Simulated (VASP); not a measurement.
Input:

```yaml
crystal:
  lattice:
    - [-0.00224, 3.89683, 3.87883]
    - [3.89683, -0.00224, 3.87883]
    - [1.94729, 1.94729, 0.00000]
  atoms:
    - { symbol: Ir, position: [0.00000, 0.00000, 0.00000] }
    - { symbol: Ir, position: [0.00000, 0.50000, 0.00000] }
    - { symbol: Ir, position: [0.50000, 0.00000, 0.00000] }
    - { symbol: Au, position: [0.50000, 0.50000, 0.00000] }
```

Method: PBEsol GGA, VASP's PBE PAW potentials (set 64) (plane waves; VASP). Numerical set-up: 400 eV cut-off, Gaussian smearing of 0.050 eV, potentials Ir Au.

Unless said otherwise, spin-orbit coupling is left out, though it shifts the bands of the heavy elements here.

**Question.** Estimate the band gap (along the path) with the smallest direct gap where there is one.

**Answer.** 
```yaml
band gap (along the path): none (metal, semimetal or under 0.01 eV)
```

The structure was generated: AuIr3 was put into an ordered model structure (Cmmm), which need not be its known phase. It was relaxed first.
